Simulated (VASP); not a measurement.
```
CELL_PARAMETERS angstrom
      5.67536     0.00000     0.00000
      0.00000     3.26369     0.00000
      0.00000     0.00000     6.48015
ATOMIC_POSITIONS crystal
  Ge 0.80779 0.75000 0.43798
  Ge 0.19221 0.25000 0.56202
  Ge 0.69221 0.25000 0.93798
  Ge 0.30779 0.75000 0.06202
  Rh 0.99608 0.75000 0.79642
  Rh 0.00392 0.25000 0.20358
  Rh 0.50392 0.25000 0.29642
  Rh 0.49608 0.75000 0.70358
```

These are r2SCAN meta-GGA, VASP's PBE PAW potentials (set 64) (plane waves; VASP) values and carry that method's errors. Run with 400 eV cut-off, 6×11×6 Γ-centred mesh, tetrahedra with Blöchl corrections, potentials Ge_d Rh_pv.

Question: Estimate the energy per atom (σ→0), band gap (over mesh and band path) with the smallest direct gap where there is one.

Answer: 
* **band gap (over mesh and band path)**: none (metal, semimetal or under 0.01 eV)
* **energy per atom (σ→0)**: -19564 meV/atom

Only differences to runs with the same potentials and settings are physical.

The structure comes from a computed database's GeRh entry (Pnma); how it stands against other phases isn't given here. It was relaxed first.
